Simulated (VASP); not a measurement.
An input for Quantum ESPRESSO's pw.x (written as the equivalent of a VASP run, and not itself run):

```
&CONTROL
  calculation = 'scf'
  pseudo_dir = './pseudo'
  outdir = './out'
  tprnfor = .true.
  tstress = .true.
/
&SYSTEM
  ibrav = 0
  nat = 2
  ntyp = 2
  ecutwfc = 88
  occupations = 'smearing'
  smearing = 'gaussian'
  degauss = 0.003675
  input_dft = 'vdw-df2'
/
&ELECTRONS
  conv_thr = 7.3e-09
  electron_maxstep = 100
/
ATOMIC_SPECIES
  Be 9.012 Be.upf
  Se 78.971 Se.upf
CELL_PARAMETERS angstrom
     0.0000000    2.6860635    2.6860635
     2.6860635    0.0000000    2.6860635
     2.6860635    2.6860635    0.0000000
ATOMIC_POSITIONS crystal
  Be   0.0000000  0.0000000  0.0000000
  Se   0.2500000  0.2500000  0.2500000
K_POINTS automatic
  9 9 9 0 0 0
```

Problem. Write the VASP files for the same calculation (vdW-DF2).

Solution. Several could match; the one computed here: 
INCAR:
```
SIGMA = 0.05   ! width (eV)
LREAL = .False.
PREC = Accurate
ISIF = 2
LWAVE = .False.
LCHARG = .False.
LUSE_VDW = .True.
LASPH = .True.
LMAXMIX = 4
SYSTEM = BeSe
AGGAC = 0.0
ISMEAR = 0   ! Gaussian
NELM = 100   ! most electronic steps
ALGO = Normal   ! blocked Davidson
GGA = ML
ENCUT = 520   ! plane-wave cut-off (eV)
ZAB_VDW = -1.8867
EDIFF = 1E-7
```

POSCAR:
```
BeSe
1
    0.0000000000     2.6860635376     2.6860635376
    2.6860635376     0.0000000000     2.6860635376
    2.6860635376     2.6860635376     0.0000000000
Be Se
1 1
Direct
  0.0000000000   0.0000000000   0.0000000000
  0.2500000000   0.2500000000   0.2500000000
```

KPOINTS:
```
Automatic
0
gamma
 9 9 9
```

POTCAR, in this order: Be Se (PBE.64 set). Program: vasp_std.

Limits of the translation: the potentials are each code's own (VASP's PAW set, PseudoDojo norm-conserving files in pw.x), so ENCUT and ecutwfc are chosen apart and not converted; conv_thr bounds pw.x's estimated SCF error, while EDIFF bounds the energy change between steps.

The compound is BeSe in the zinc blende structure. This cell is one point of a volume scan, at 1.06 of the reference volume.
